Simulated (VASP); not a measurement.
The system is Sb2Se5.

```
CELL_PARAMETERS angstrom
3.48966 2.01476 4.88889
-3.48966 2.01476 4.88889
0.00000 -4.02951 4.88889
ATOMIC_POSITIONS crystal
Sb 0.00000 0.00000 0.00000
Sb 0.50000 0.50000 0.50000
Se 0.50000 0.50000 0.00000
Se 0.00000 0.50000 0.50000
Se 0.50000 0.00000 0.50000
Se 0.74717 0.74717 0.74717
Se 0.25283 0.25283 0.25283
```

The cell was built by a generator and needn't be a form met in nature.

| Quantity | Value |
| --- | --- |
| Program | VASP 6.6.1 |
| Task | relaxation of cell and atoms |
| Functional | PBE |
| Potentials or basis | VASP PAW PBE potentials, release 64 (Sb, Se) |
| Cutoff | 520 eV |
| k mesh | 3 × 3 × 3 |
| Occupations | gaussian, width 0.15 eV |
| Spin | no spin polarisation |

At the start: pressure 6.8 GPa; volume 29.46 Å³/atom.

Question: Where does the relaxation end?

Answer: Over 16 steps the energy falls by 478.4 meV/atom and the volume is 27.94 Å³/atom (-5.2 %); space group R-3m (No. 166, to 0.05 Å).

The path:
| step | energy change (eV) | largest force (eV/Å) | pressure (GPa) | volume (Å³) |
| --- | --- | --- | --- | --- |
| 1 | 0.0000 | 4.2910 | 6.77 | 206.24 |
| 2 | -1.3063 | 0.8553 | -4.21 | 245.46 |
| 3 | -1.3548 | 1.3386 | -2.97 | 237.81 |
| 4 | -2.0805 | 1.4517 | -2.76 | 225.42 |
| 5 | -2.9025 | 0.5839 | 5.41 | 188.40 |
| 6 | -2.9800 | 1.4509 | -0.85 | 207.51 |
| 7 | -3.2263 | 0.8544 | 1.36 | 197.95 |
| 8 | -3.2275 | 0.7517 | 1.67 | 196.81 |
| 9 | -3.2700 | 0.3267 | 0.01 | 202.96 |
| 10 | -3.2901 | 0.0244 | 0.54 | 200.59 |
| 11 | -3.3125 | 0.1317 | -0.83 | 204.07 |
| 12 | -3.3136 | 0.1180 | -0.62 | 203.46 |
| 13 | -3.3302 | 0.1954 | -0.32 | 200.67 |
| 14 | -3.3369 | 0.3018 | 0.10 | 197.19 |
| 15 | -3.3469 | 0.1112 | 0.05 | 196.15 |
| 16 | -3.3485 | 0.0163 | 0.05 | 195.58 |

Final structure:
```
Sb Se
1.0
     3.62573    2.09331    4.29482
    -3.62573    2.09331    4.29482
     0.00000   -4.18663    4.29482
Sb Se
2 5
Direct
  0.00000 0.00000 0.00000
  0.50000 0.50000 0.50000
  0.50000 0.50000 0.00000
  0.00000 0.50000 0.50000
  0.50000 0.00000 0.50000
  0.79064 0.79064 0.79064
  0.20936 0.20936 0.20936
```

Caveat: the k mesh is coarse (spacing up to 0.37 Å⁻¹), so the values aren't converged.
